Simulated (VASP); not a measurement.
Shape and ions are relaxed at each volume.

Energy against volume of SiC (wurtzite). Calculation: RPBE GGA, VASP's PBE PAW potentials (set 64) (plane waves; VASP 6.6.1).

```
V (Å³/atom)  E (eV/atom)
-----------  -----------
10.001          -7.13168
10.320          -7.15253
10.639          -7.15905
10.958          -7.15321
11.277          -7.13673
```

**Question.** Fit a third-order Birch-Murnaghan equation of state.

**Answer.** 
| Property | Value |
|---|---|
| volume per atom | 10.64 Å^3/atom |
| bulk modulus | 206 GPa |
| pressure derivative of the bulk modulus | 3.96 |

The compound is SiC in the wurtzite structure, the rare 2H polytype. It was relaxed first.
